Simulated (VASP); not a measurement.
Output of a VASP run:

**OSZICAR**
```
       N       E                     dE             d eps       ncg     rms          rms(c)
DAV:   1     0.116808299262E+03    0.11681E+03   -0.97247E+03  3291   0.170E+03
DAV:   2    -0.431400789549E+01   -0.12112E+03   -0.11544E+03  3227   0.297E+02
DAV:   3    -0.806967565540E+01   -0.37557E+01   -0.36981E+01  3997   0.633E+01
DAV:   4    -0.810949787826E+01   -0.39822E-01   -0.39816E-01  3622   0.564E+00
DAV:   5    -0.811079381176E+01   -0.12959E-02   -0.12959E-02  4611   0.110E+00    0.104E+01
DAV:   6    -0.746994263252E+01    0.64085E+00   -0.79317E+00  3222   0.780E+01    0.507E+00
DAV:   7    -0.716265642622E+01    0.30729E+00   -0.29455E+00  3907   0.837E+01    0.507E+00
DAV:   8    -0.710149885119E+01    0.61158E-01   -0.29755E-01  4011   0.147E+01    0.245E+00
DAV:   9    -0.709640280721E+01    0.50960E-02   -0.14710E-02  4830   0.171E+00    0.167E-01
DAV:  10    -0.709586902182E+01    0.53379E-03   -0.33362E-03  3780   0.124E+00    0.635E-02
DAV:  11    -0.709586960054E+01   -0.57872E-06   -0.86301E-05  4996   0.192E-01    0.338E-02
DAV:  12    -0.709586649552E+01    0.31050E-05   -0.15565E-06  2639   0.309E-02    0.392E-03
DAV:  13    -0.709586633850E+01    0.15702E-06   -0.86431E-07  2122   0.106E-02
   1 F= -.70958663E+01 E0= -.70960351E+01  d E =0.506333E-03
```

File OUTCAR:
```
------------------------ aborting loop because EDIFF is reached ----------------------------------------
  FORCE on cell =-STRESS in cart. coord.  units (eV):
  Direction    XX          YY          ZZ          XY          YZ          ZX
  --------------------------------------------------------------------------------------
  Total       -0.3717455     -0.3717455     -0.3673633      0.0000000      0.0000000     -0.0000000
  in kB      -19.5062430    -19.5062430    -19.2763035      0.0000000      0.0000000     -0.0000000
  external PRESSURE =     -19.4295965 kB  Pullay stress =       0.0000000 kB
  volume of cell :       30.53
      direct lattice vectors                 reciprocal lattice vectors
     2.856000000  0.000000000  0.000000000     0.350140056  0.000000000  0.000000000
     0.000000000  2.856000000  0.000000000     0.000000000  0.350140056  0.000000000
     0.000000000  0.000000000  3.743400000     0.000000000  0.000000000  0.267136827
 POSITION                                       TOTAL-FORCE (eV/Angst)
 -----------------------------------------------------------------------------------
      0.00000      0.00000      0.00000         0.000000      0.000000      0.000000
      1.42800      1.42800      1.87170         0.000000      0.000000      0.000000
 -----------------------------------------------------------------------------------
    total drift:                                0.000000      0.000000      0.000000
  FREE ENERGIE OF THE ION-ELECTRON SYSTEM (eV)
  ---------------------------------------------------
  free  energy   TOTEN  =        -7.0958663385 eV

  energy  without entropy=       -7.0963726712  energy(sigma->0) =       -7.09603512
```
(Selected blocks of OUTCAR.)

### POSCAR
```
CuAu
1
    2.8560000000     0.0000000000     0.0000000000
    0.0000000000     2.8560000000     0.0000000000
    0.0000000000     0.0000000000     3.7434000000
Cu Au
1 1
Direct
  0.0000000000   0.0000000000   0.0000000000
  0.5000000000   0.5000000000   0.5000000000
```

Write an INCAR and KPOINTS that could have produced this output.

This is not unique; one that fits is the input of the run itself, PW91 GGA, plane waves, VASP's PBE PAW potentials (set 64).

INCAR:
```
SIGMA=0.1
ISIF=2
SYSTEM=CuAu
LWAVE=.FALSE.
ALGO=Normal   ! blocked Davidson
ENCUT=400   ! plane-wave cut-off (eV)
EDIFF=1E-6   ! SCF stop (eV)
PREC=Accurate
GGA=91
LMAXMIX=6   ! l cut-off of mixed one-centre charges
LREAL=.FALSE.
LASPH=.TRUE.
NELM=100   ! most electronic steps
ISMEAR=1
LCHARG=.FALSE.
```

**KPOINTS**
```
kpoints
0
Gamma
 11 11 9
```

POTCAR, in this order: Cu Au (PBE.64 set). Program: vasp_std.

The compound is CuAu in the L1_0 structure. The cell was not relaxed at this level. The run is one of a series of settings (GGA = 91 against the base run), some of them coarse on purpose.
